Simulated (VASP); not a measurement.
Input:

```
BeHg3Se4
1.0
   -0.02208     5.87121     5.94467
    5.87121    -0.02208     5.94467
    2.92456     2.92456     0.00000
Hg Se Be
3 4 1
Direct
  0.99436   0.99436   0.01128
  0.99118   0.50825   0.00057
  0.50825   0.99118   0.00057
  0.12621   0.12621   0.24758
  0.16748   0.61112   0.22140
  0.61112   0.16748   0.22140
  0.60189   0.60189   0.29621
  0.49950   0.49950   0.00099
```

Calculation: PBEsol GGA, VASP's PBE PAW potentials (set 64) (plane waves; VASP 6.6.1). Run with 400 eV cut-off, Gaussian smearing of 0.050 eV, potentials Hg Se Be.

**Question.** Give the energies of bands 23 to 36 at the high-symmetry points, in eV from the Fermi level.

**Answer.** 
| band | Γ | Y | C0 | Z | A0 | T | S | R |
|---|---|---|---|---|---|---|---|---|
| 23 | -2.90 | -3.03 | -3.17 | -4.16 | -4.80 | -4.98 | -3.20 | -4.58 |
| 24 | -2.56 | -2.93 | -3.11 | -3.32 | -2.80 | -2.77 | -2.72 | -3.16 |
| 25 | -1.53 | -2.48 | -2.52 | -3.05 | -2.65 | -2.58 | -2.65 | -2.97 |
| 26 | -1.26 | -2.38 | -2.34 | -2.95 | -2.53 | -2.44 | -2.39 | -2.70 |
| 27 | -1.24 | -1.71 | -1.50 | -2.94 | -2.24 | -2.26 | -1.42 | -2.26 |
| 28 | -0.74 | -1.18 | -1.14 | -2.50 | -1.94 | -1.41 | -1.23 | -2.16 |
| 29 | -0.36 | -1.01 | -1.09 | -2.21 | -1.50 | -0.99 | -0.69 | -1.89 |
| 30 | -0.28 | -0.82 | -1.07 | -1.45 | -1.06 | -0.94 | -0.30 | -1.35 |
| 31 | -0.27 | -0.73 | -0.43 | -0.74 | -0.99 | -0.86 | -0.30 | -1.35 |
| 32 | 0.00 | 1.94 | 2.03 | 2.35 | 1.32 | 0.74 | 1.09 | 1.68 |
| 33 | 1.13 | 2.41 | 2.26 | 2.70 | 2.04 | 1.38 | 1.66 | 2.84 |
| 34 | 1.65 | 2.73 | 2.76 | 3.50 | 2.06 | 1.91 | 2.77 | 2.89 |
| 35 | 2.64 | 2.81 | 2.82 | 4.75 | 2.77 | 2.62 | 3.03 | 3.25 |
| 36 | 3.02 | 3.71 | 4.05 | 4.87 | 3.07 | 2.66 | 4.30 | 4.27 |

It has no gap at this level: it comes out as a metal or semimetal.

The structure was generated: BeHg3Se4 was put into an ordered model structure (Amm2), which need not be its known phase. It was relaxed first.
